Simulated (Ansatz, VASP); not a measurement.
# Cross-check of Si2SnHS2Cl (1T-SnS2 under H-SiSi-Cl chair, AB) between VASP and Ansatz, part 2 of 2

Wanted: the spread between two codes on one cell, functional and k mesh. The structure shown is the start of the Ansatz relaxation below; VASP solves that cell, so the two are compared at the walk's first step.

VASP 6.6.1 and Ansatz 0.2.0.

So far: Starting point; Ansatz: relaxation, PBE with D3(BJ).

**3. VASP: single point, PBE with D3(BJ), start cell**

Level of this step: PBE with D3(BJ); plane waves and PAW (S, Sn_d, Cl, Si, H) (VASP).

The same cell, functional, mesh and smearing now go to VASP, with its own data sets.

Lines of VASP's logs that name or quote its potential files are left out, and so is its time.

Input file INCAR:

```
SYSTEM = Si2SnHS2Cl
PREC = Accurate
ENCUT = 400
EDIFF = 1E-06
NELM = 120
ISMEAR = -1
SIGMA = 0.05
LREAL = .FALSE.
ALGO = Normal
GGA = PE
IVDW = 12
NBANDS = 28
LORBIT = 11
LWAVE = .FALSE.
LCHARG = .FALSE.
ISIF = 2
LDIPOL = .TRUE.
IDIPOL = 3
DIPOL = 0.5 0.5 0.498
LVHAR = .TRUE.
LASPH = .TRUE.
GGA_COMPAT = .FALSE.
EFERMI = MIDGAP
NELMDL = -8
KPAR = 2
```

Input file POSCAR:

```
Si2SnHS2Cl
1.0
    3.6815000000      0.0000000000      0.0000000000
   -1.8407500000      3.1882730000      0.0000000000
    0.0000000000      0.0000000000     49.3551670000
S Sn Cl Si H
2 1 1 2 1
Direct
    0.6666667189      0.3333334379      0.4072521931
    0.3333332811      0.6666665621      0.4440298419
    0.0000000000      0.0000000000      0.4256410074
    0.0000000000      0.0000000000      0.5058268165
    0.0000000000      0.0000000000      0.5489833922
    0.6666667189      0.3333334379      0.5639767565
    0.6666667189      0.3333334379      0.5927478069
```

Input file KPOINTS:

```
Automatic mesh
0
Gamma
12 12 1
0 0 0
```

Potentials, in the order of the species: S, Sn_d, Cl, Si and H (PBE family, release 64).

The run is started by

```sh
$ mpirun -np 2 vasp_std
```

Numbers of over 12 decimals in the logs are rounded to 6 here.

What it wrote:

```text
[banner, memory and clock lines left out]
running    2 mpi-ranks, on    1 nodes
 distrk:  each k-point on    1 cores,    2 groups
 distr:  one band on    1 cores,    1 groups

 POSCAR found type information on POSCAR S SnClSiH
 POSCAR found :  5 types and       7 ions
 LDA part: xc-table for (Slater+PW92), standard interpolation
 POSCAR, INCAR and KPOINTS ok, starting setup
 FFT: planning ... GRIDC
 FFT: planning ... GRID_SOFT
 FFT: planning ... GRID
 WAVECAR not read
 entering main loop
       N       E                     dE             d eps       ncg     rms          rms(c)
DAV:   1     0.319111154284E+03    0.31911E+03   -0.14229E+04  1248   0.915E+02
DAV:   2     0.221126388027E+02   -0.29700E+03   -0.28993E+03  1472   0.222E+02
DAV:   3    -0.258075180308E+02   -0.47920E+02   -0.47400E+02  1276   0.103E+02
DAV:   4    -0.279097984725E+02   -0.21023E+01   -0.20920E+01  1480   0.259E+01
DAV:   5    -0.279513812399E+02   -0.41583E-01   -0.41549E-01  1468   0.356E+00
DAV:   6    -0.279531659121E+02   -0.17847E-02   -0.17846E-02  1640   0.685E-01
DAV:   7    -0.279531846564E+02   -0.18744E-04   -0.18744E-04  1508   0.678E-02
DAV:   8    -0.279531853475E+02   -0.69106E-06   -0.69104E-06  1608   0.123E-02    0.175E+01
DAV:   9    -0.266615419552E+02    0.12916E+01   -0.17893E+00  1600   0.120E+01    0.116E+01
DAV:  10    -0.263972886798E+02    0.26425E+00   -0.20116E+00  1488   0.843E+00    0.164E+00
DAV:  11    -0.263407038269E+02    0.56585E-01   -0.39084E-01  1520   0.512E+00    0.107E+00
DAV:  12    -0.263424135405E+02   -0.17097E-02   -0.21171E-02  1264   0.782E-01    0.708E-01
DAV:  13    -0.263419074808E+02    0.50606E-03   -0.42571E-03  1636   0.706E-01    0.460E-01
DAV:  14    -0.263403577570E+02    0.15497E-02   -0.20146E-03  1360   0.277E-01    0.220E-01
[...]
DAV:  23    -0.263411935260E+02   -0.39737E-04   -0.26281E-06  1112   0.633E-03    0.625E-03
DAV:  24    -0.263412062969E+02   -0.12771E-04   -0.19808E-07  1060   0.322E-03    0.455E-03
DAV:  25    -0.263412227034E+02   -0.16406E-04   -0.30702E-07   944   0.201E-03    0.253E-03
DAV:  26    -0.263412261479E+02   -0.34445E-05   -0.50542E-08   988   0.958E-04    0.197E-03
DAV:  27    -0.263412331207E+02   -0.69728E-05   -0.12769E-07   924   0.110E-03    0.107E-03
DAV:  28    -0.263412368171E+02   -0.36964E-05   -0.80161E-08   948   0.120E-03    0.455E-04
DAV:  29    -0.263412378303E+02   -0.10132E-05   -0.12075E-08   912   0.578E-04    0.209E-04
DAV:  30    -0.263412386247E+02   -0.79435E-06   -0.12376E-08   872   0.531E-04
   1 F= -.27908494E+02 E0= -.27908494E+02  d E =-.147784E-07
```

From OUTCAR (step 3):

```text
ion  position               nearest neighbor table
   1  0.667  0.333  0.407-   3 2.31   3 2.31   3 2.31
   2  0.333  0.667  0.444-   3 2.31   3 2.31   3 2.31
   3  0.000  0.000  0.426-   1 2.31   1 2.31   1 2.31   2 2.31   2 2.31   2 2.31
   4  0.000  0.000  0.506-   5 2.13
   5  0.000  0.000  0.549-   4 2.13   6 2.25   6 2.25   6 2.25
   6  0.667  0.333  0.564-   7 1.42   5 2.25   5 2.25   5 2.25
   7  0.667  0.333  0.593-   6 1.42

  LATTYP: Found a hexagonal cell.
 ALAT       =     3.6815000000
 C/A-ratio  =    13.4062656526

 Subroutine GETGRP returns: Found  6 space group operations
 (whereof  6 operations were pure point group operations)

The static configuration has the point symmetry C_3v.

 Found     19 irreducible k-points:

   k-points           NKPTS =     19   k-points in BZ     NKDIM =     19   number of bands    NBANDS=     28

   dimension x,y,z NGX =    24 NGY =   24 NGZ =  324
   dimension x,y,z NGXF=    48 NGYF=   48 NGZF=  648

   ENCUT  =  400.0 eV  29.40 Ry    5.42 a.u.   6.00  6.00 80.49*2*pi/ulx,y,z

   NELECT =      42.0000    total number of electrons

 k-points in reciprocal lattice and weights: Automatic mesh
   0.00000000  0.00000000  0.00000000       0.007
   0.08333333 -0.00000000  0.00000000       0.042
   0.16666667 -0.00000000  0.00000000       0.042
   0.25000000  0.00000000  0.00000000       0.042
   0.33333333  0.00000000  0.00000000       0.042
   0.41666667 -0.00000000  0.00000000       0.042
   0.50000000  0.00000000  0.00000000       0.021
   0.08333333  0.08333333  0.00000000       0.042
   0.16666667  0.08333333  0.00000000       0.083
[...]
0.33333333  0.25000000  0.00000000       0.083
   0.33333333  0.33333333  0.00000000       0.014

 dipolmoment           0.000000      0.000000     -0.104675 electrons x Angstroem

 average (electrostatic) potential at core
       1 -93.7131       2 -93.7110       3-109.6807       4 -98.3175       5 -92.1614
       6 -91.5103       7 -40.0695

 E-fermi :  -2.0106

 k-point     1 :       0.0000    0.0000    0.0000
  band No.  band energies     occupation
    ...
     17      -4.9668      2.00000
     18      -4.9668      2.00000
     19      -4.1497      2.00000
     20      -3.0165      2.00000
     21      -3.0165      2.00000
     22      -1.1942      0.00000
     23      -0.9182      0.00000
     24       0.7393      0.00000
     25       0.7857      0.00000
     26       0.7857      0.00000
    ...

 k-point     2 :       0.0833   -0.0000    0.0000
  band No.  band energies     occupation
    ...
     17      -5.0266      2.00000
     18      -4.5528      2.00000
     19      -3.6667      2.00000
     20      -3.5563      2.00000
     21      -3.1707      2.00000
     22      -0.8744      0.00000
     23      -0.5139      0.00000
     24       0.6196      0.00000
     25       0.8342      0.00000
     26       1.0525      0.00000
    ...

 k-point     3 :       0.1667   -0.0000    0.0000
  band No.  band energies     occupation
    ...
     17      -5.1616      2.00000
     18      -4.4623      2.00000
     19      -3.9737      2.00000
     20      -3.4980      2.00000
     21      -3.1636      2.00000
     22      -0.6582      0.00000
     23      -0.0324      0.00000
     24       0.4120      0.00000
     25       0.9738      0.00000
     26       1.4389      0.00000
    ...

 Edisp (eV)   -1.56726

  Total      23.07111    23.07112    12.15339     0.00000    -0.00000     0.00000
  in kB      63.80669    63.80670    33.61207     0.00000    -0.00000     0.00000
  external pressure =       53.74 kB  Pullay stress =        0.00 kB

  energy-cutoff  :      400.00
  volume of cell :      579.31
      direct lattice vectors                 reciprocal lattice vectors
     3.681500000  0.000000000  0.000000000     0.271628412  0.156824714  0.000000000
    -1.840750000  3.188273000  0.000000000     0.000000000  0.313649427  0.000000000
     0.000000000  0.000000000 49.355167000     0.000000000  0.000000000  0.020261303

 POSITION                                       TOTAL-FORCE (eV/Angst)
 -----------------------------------------------------------------------------------
      1.84075      1.06276     20.10000        -0.000000      0.000000     -6.372850
      0.00000      2.12551     21.91517        -0.000000      0.000000      6.341578
      0.00000      0.00000     21.00758         0.000000      0.000000      0.009984
      0.00000      0.00000     24.96517         0.000000      0.000000      1.050992
      0.00000      0.00000     27.09517         0.000000      0.000000     -1.737047
      1.84075      1.06276     27.83517         0.000000      0.000000     -0.915596
      1.84075      1.06276     29.25517         0.000000     -0.000000      1.622938
 -----------------------------------------------------------------------------------
    total drift:                               -0.000000     -0.000041      0.000358

  FREE ENERGIE OF THE ION-ELECTRON SYSTEM (eV)
  ---------------------------------------------------
  free  energy   TOTEN  =       -27.9084938273 eV

  energy  without entropy=      -27.9084938125  energy(sigma->0) =      -27.90849382

 vacuum level on the upper side and lower side of the slab         1.467         3.081

 total charge
# of ion       s       p       d       tot
------------------------------------------
    1        1.361   2.546   0.000   3.907
    2        1.362   2.546   0.000   3.908
    3        1.027   1.432  10.393  12.852
    4        1.607   3.500   0.000   5.107
    5        0.743   0.964   0.000   1.707
    6        0.756   1.081   0.000   1.837
    7        0.595   0.017   0.000   0.612
--------------------------------------------------
tot          7.451  12.085  10.393  29.929

[... 3 further parts left out ...]
```

**4. Comparison**

Known differences besides the potentials themselves: Ansatz cuts the interaction across the vacuum, VASP repeats the sheet with a dipole correction; the cutoff is 420 eV in Ansatz and 400 eV in VASP. Total energies have different zeros and are not compared.

Forces (eV/Å; atoms numbered as in POSCAR):

```tsv
atom	Ansatz x, y, z	VASP x, y, z
S1	0.000, 0.000, -6.398	0.000, 0.000, -6.373
S2	0.000, 0.000, 6.366	0.000, 0.000, 6.342
Sn3	0.000, 0.000, 0.011	0.000, 0.000, 0.010
Cl4	0.000, 0.000, 1.018	0.000, 0.000, 1.051
Si5	0.000, 0.000, -1.708	0.000, 0.000, -1.737
Si6	0.000, 0.000, -0.916	0.000, 0.000, -0.916
H7	0.000, 0.000, 1.628	0.000, 0.000, 1.623
```

The forces differ by 12 meV/Å r.m.s., which is 0.6 % of the r.m.s. force of 2.052 eV/Å (both taken over all components). With vacuum in the cell, a pressure given here is an average over mostly empty space and none of the material.

**5. What came out**

```json
{
 "r.m.s. force difference (single point, PBE with D3(BJ), start cell)": "0.60 % of the r.m.s. force"
}
```

**Reading.** The r.m.s. force difference is 0.60 % of the r.m.s. force (single point, PBE with D3(BJ), start cell), within the 3 % picked in this series as the mark of a large difference. 1 further run of this series is not shown here. How closely two codes agree says nothing of how well the functional describes the real material.

[Lines on the potential files, build, host, timing and source positions are cut from VASP's logs without a mark.]

[Logs are printed without paths, hosts, clocks, repeated set-up lines and the standing remarks that a program may print on its own settings, such as how far it seeks lower states.]

[Hosts, paths, dates, database ids (printed as entryN), source tags and the programs' standing remarks are cut or masked in the printed files.]
